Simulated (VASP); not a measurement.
Calculation: PBEsol GGA, VASP's PBE PAW potentials (set 64) (plane waves; VASP).

The input files of a VASP run:

KPOINTS:
```
Automatic mesh
0
Gamma
10 10 10
0 0 0
```

### POSCAR
```
Ta
1.0
  0.0000000000   2.9444860000   2.9444860000
  2.9444860000   0.0000000000   2.9444860000
  2.9444860000   2.9444860000   0.0000000000
Ta
2
Direct
  0.7500000000   0.7500000000   0.7500000000
  0.5000000000   0.5000000000   0.5000000000
```

**INCAR**
```
SYSTEM = Ta
PREC = Accurate
ENCUT = 400
EDIFF = 1E-6
NELM = 100
ALGO = Normal
LREAL = .FALSE.
LASPH = .TRUE.
ISMEAR = 1
SIGMA = 0.1
GGA = PS
LMAXMIX = 6
LWAVE = .FALSE.
LCHARG = .FALSE.
IBRION = 2
ISIF = 3
NSW = 60
EDIFFG = -0.01
```

POTCAR, in this order: Ta_pv (PBE.64 set). Program: vasp_std.

Output of the run:

OSZICAR:
```
       N       E                     dE             d eps       ncg     rms          rms(c)
DAV:   1     0.149736205205E+03    0.14974E+03   -0.11648E+04  1426   0.118E+03
DAV:   2    -0.152938636660E+02   -0.16503E+03   -0.16340E+03  1732   0.341E+02
DAV:   3    -0.192428376994E+02   -0.39490E+01   -0.38480E+01  1774   0.502E+01
DAV:   4    -0.192950096418E+02   -0.52172E-01   -0.52113E-01  1637   0.593E+00
DAV:   5    -0.192961078379E+02   -0.10982E-02   -0.10981E-02  1912   0.639E-01    0.147E+01
DAV:   6    -0.190680554720E+02    0.22805E+00   -0.32975E-01  1711   0.491E+00    0.796E+00
DAV:   7    -0.189970909587E+02    0.70965E-01   -0.16848E-01  1732   0.395E+00    0.909E-01
DAV:   8    -0.189933199245E+02    0.37710E-02   -0.14913E-02  1501   0.872E-01    0.963E-02
DAV:   9    -0.189933750342E+02   -0.55110E-04   -0.26151E-04  1865   0.123E-01    0.411E-02
DAV:  10    -0.189933784049E+02   -0.33707E-05   -0.11260E-05  1529   0.313E-02    0.354E-03
DAV:  11    -0.189933785047E+02   -0.99813E-07   -0.93123E-07   997   0.679E-03
   1 F= -.18993379E+02 E0= -.18993869E+02  d E =-.189934E+02
       N       E                     dE             d eps       ncg     rms          rms(c)
DAV:   1    -0.211561575898E+02   -0.21628E+01   -0.59653E+01  1606   0.908E+01    0.983E+00
DAV:   2    -0.192274769171E+02    0.19287E+01   -0.41782E+00  1585   0.161E+01    0.310E+00
DAV:   3    -0.189987697444E+02    0.22871E+00   -0.10563E+00  1778   0.835E+00    0.111E+00
DAV:   4    -0.190036048252E+02   -0.48351E-02   -0.74095E-02  1431   0.159E+00    0.259E-01
DAV:   5    -0.190021919757E+02    0.14128E-02   -0.13711E-02  1690   0.855E-01    0.275E-01
DAV:   6    -0.190025984204E+02   -0.40644E-03   -0.48619E-04  1690   0.149E-01    0.532E-02
DAV:   7    -0.190025578968E+02    0.40524E-04   -0.19932E-04  1704   0.874E-02    0.147E-02
DAV:   8    -0.190025585053E+02   -0.60848E-06   -0.48571E-06  1506   0.130E-02
   2 F= -.19002559E+02 E0= -.19003259E+02  d E =-.918000E-02
       N       E                     dE             d eps       ncg     rms          rms(c)
DAV:   1    -0.195207229872E+02   -0.51817E+00   -0.12669E+01  1564   0.399E+01    0.477E+00
DAV:   2    -0.190939847260E+02    0.42674E+00   -0.10155E+00  1543   0.809E+00    0.146E+00
DAV:   3    -0.190400123011E+02    0.53972E-01   -0.21625E-01  1740   0.387E+00    0.595E-01
DAV:   4    -0.190400803626E+02   -0.68061E-04   -0.13076E-02  1445   0.802E-01    0.133E-01
DAV:   5    -0.190401883053E+02   -0.10794E-03   -0.16870E-03  1707   0.316E-01    0.113E-01
DAV:   6    -0.190402173734E+02   -0.29068E-04   -0.59712E-05  1655   0.657E-02    0.221E-02
DAV:   7    -0.190402131418E+02    0.42315E-05   -0.20985E-05  1704   0.329E-02    0.830E-03
DAV:   8    -0.190402130842E+02    0.57597E-07   -0.29741E-07   771   0.430E-03
   3 F= -.19040213E+02 E0= -.19040542E+02  d E =-.468346E-01
```

**OUTCAR**
```
------------------------ aborting loop because EDIFF is reached ----------------------------------------
  FORCE on cell =-STRESS in cart. coord.  units (eV):
  Direction    XX          YY          ZZ          XY          YZ          ZX
  --------------------------------------------------------------------------------------
  Total       -0.0114294     -0.0114294     -0.0114294     -0.0000000     -0.0000000     -0.0000000
  in kB       -0.3378560     -0.3378560     -0.3378560     -0.0000000     -0.0000000     -0.0000000
  external PRESSURE =      -0.3378560 kB  Pullay stress =       0.0000000 kB
  volume of cell :       54.20
      direct lattice vectors                 reciprocal lattice vectors
     0.000000000  3.003708231  3.003708231    -0.166460908  0.166460908  0.166460908
     3.003708231 -0.000000000  3.003708231     0.166460908 -0.166460908  0.166460908
     3.003708231  3.003708231 -0.000000000     0.166460908  0.166460908 -0.166460908
 POSITION                                       TOTAL-FORCE (eV/Angst)
 -----------------------------------------------------------------------------------
      4.50556      4.50556      4.50556        -0.000000      0.000000     -0.000000
      3.00371      3.00371      3.00371         0.000000     -0.000000      0.000000
 -----------------------------------------------------------------------------------
    total drift:                                0.000000      0.000000      0.000000
  FREE ENERGIE OF THE ION-ELECTRON SYSTEM (eV)
  ---------------------------------------------------
  free  energy   TOTEN  =       -19.0402130842 eV

  energy  without entropy=      -19.0412001200  energy(sigma->0) =      -19.04054210

 reached required accuracy - stopping structural energy minimisation
```
(Selected blocks of OUTCAR.)

### CONTCAR
```
Ta
   1.00000000000000
     0.0000000000000000    3.0037082306286127    3.0037082306286127
     3.0037082306286127   -0.0000000000000000    3.0037082306286127
     3.0037082306286127    3.0037082306286127   -0.0000000000000000
  Ta
     2
Direct
     0.7500000000000000    0.7500000000000000    0.7500000000000000
     0.5000000000000000    0.5000000000000000    0.5000000000000000
```

File OUTCAR:
```
 val. band max:        2.0709982144   @ k =  -0.4000   0.5000   0.1000

 cond. band min:       2.0892937631   @ k =   0.5000   0.4000   0.1000


 Fermi energy:         2.0874334484

 k-point     1 :       0.0000    0.0000    0.0000
  band No.  band energies     occupation
      1     -31.9840      2.00000
      2     -31.9840      2.00000
      3     -31.9840      2.00000
      4     -31.0769      2.00000
      5     -31.0769      2.00000
      6     -31.0769      2.00000
      7      -3.6135      2.00000
      8       1.0339      2.00000
      9       1.0339      2.00000
     10       1.8218      2.00112
     11       1.8218      2.00112
     12       1.8218      2.00112
     13       4.2086      0.00000
     14       4.2086      0.00000
     15       4.2086      0.00000

 k-point     2 :       0.1000    0.0000    0.0000
  band No.  band energies     occupation
      1     -31.9946      2.00000
      2     -31.9946      2.00000
      3     -31.9829      2.00000
      4     -31.0796      2.00000
      5     -31.0654      2.00000
      6     -31.0654      2.00000
      7      -3.4461      2.00000
      8       0.9397      2.00000
      9       0.9397      2.00000
     10       1.7883      2.00020
     11       1.9985      2.01915
     12       1.9985      2.01915
     13       3.8820     -0.00000
     14       4.1839      0.00000
     15       4.1839      0.00000

 k-point     3 :       0.2000    0.0000    0.0000
  band No.  band energies     occupation
      1     -32.0212      2.00000
      2     -32.0212      2.00000
      3     -31.9805      2.00000
      4     -31.0863      2.00000
      5     -31.0368      2.00000
      6     -31.0368      2.00000
      7      -2.9672      2.00000
      8       0.8396      2.00000
      9       0.8396      2.00000
     10       1.7156      2.00000
     11       2.2428     -0.05040
     12       2.2428     -0.05040
     13       3.1148     -0.00000
     14       4.2225      0.00000
     15       4.2225      0.00000
...
```

Energy and stress use the plane-wave basis of the starting cell. Unless said otherwise, spin-orbit coupling is left out, though it shifts the bands of the heavy elements here.

The structure was generated: Ta was put into the diamond type (Fd-3m), which need not be its known phase. This run relaxes it. Symmetry was kept, so distortions that lower it aren't found.
